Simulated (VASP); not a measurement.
Crystal: Si2N.

```
Si N
1.0
    -1.50866    1.50866    4.85220
     1.50866   -1.50866    4.85220
     1.50866    1.50866   -4.85220
Si N
2 1
Direct
  0.66158 0.66158 0.00000
  0.33842 0.33842 0.00000
  0.00000 0.00000 0.00000
```

The cell was built by a generator and needn't be a form met in nature.

The cell isn't the ideal one: species swapped into the Ti2Rh type (I4/mmm, No. 139).

- Program: VASP 6.6.1
- Task: relaxation of cell and atoms
- Functional: PBE
- Potentials or basis: VASP PAW PBE potentials, release 64 (Si, N)
- Cutoff: 600 eV
- k mesh: 8 × 8 × 8
- Occupations: gaussian, width 0.1 eV
- Spin: no spin polarisation

At the start: pressure -20.3 GPa; volume 14.73 Å³/atom.

**Question.** Where does the relaxation end?

**Answer.** Over 9 steps the energy falls by 513.7 meV/atom and the volume is 10.89 Å³/atom (-26.1 %); space group I4/mmm (No. 139, to 0.05 Å).

Step by step:
```tsv
step	energy change (eV)	largest force (eV/Å)	pressure (GPa)	volume (Å³)
1	0.0000	1.6612	-20.28	44.18
2	-1.3838	1.5125	-4.33	33.26
3	-1.4377	1.1785	4.61	31.21
4	-1.4388	1.2265	3.40	31.44
5	-1.5186	0.2312	3.26	31.80
6	-1.5205	0.0077	3.04	31.75
7	-1.5390	0.1767	-0.67	32.75
8	-1.5399	0.1417	-0.06	32.57
9	-1.5411	0.0087	0.01	32.67
```

Final structure:
```cif
data_structure
_symmetry_space_group_name_H-M 'P 1'
_symmetry_Int_Tables_number 1
_cell_length_a 4.6638
_cell_length_b 4.6638
_cell_length_c 4.6638
_cell_angle_alpha 145.332
_cell_angle_beta 145.332
_cell_angle_gamma 49.840
_cell_volume 32.67
loop_
_atom_site_label
_atom_site_type_symbol
_atom_site_fract_x
_atom_site_fract_y
_atom_site_fract_z
_atom_site_occupancy
Si1 Si 0.64226 0.64226 0.00000 1
Si2 Si 0.35774 0.35774 0.00000 1
N1 N 0.00000 0.00000 0.00000 1
```

Caveat: the k mesh is coarse (spacing up to 0.37 Å⁻¹), so the values aren't converged; the volume moved by over 15 % at a fixed basis, so the end points are rough.
